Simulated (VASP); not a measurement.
Data:

```
Ni
1.0
    0.00000     1.76000     1.76000
    1.76000     0.00000     1.76000
    1.76000     1.76000     0.00000
Ni
1
Direct
  0.00000   0.00000   0.00000
```
Starting moments (μB, in the order of the record's atoms Ni): 1.0.

All values below come from PBE GGA, VASP's PBE PAW potentials (set 64) (plane waves; VASP). Run with 300 eV cut-off, 21×21×21 Γ-centred mesh, Fermi-Dirac smearing of 0.10 eV, potentials Ni.

What does the run give for the cell moment, energy per atom (σ→0), band gap (on the k-mesh) with the smallest direct gap where there is one?

```json
{
  "band gap (on the k-mesh)": "none (metal, semimetal or under 0.01 eV)",
  "cell_moment": "0.61 μB",
  "energy per atom (σ→0)": "-5481 meV/atom"
}
```

Give the moment on each site (PAW-sphere projection).

| site | moment (μB) |
|---|---|
| Ni1 | 0.62 |

Total energies compare only between runs with the same potentials, cut-off and functional.

The structure is a typed Ni crystal (Fm-3m). The cell was not relaxed at this level.
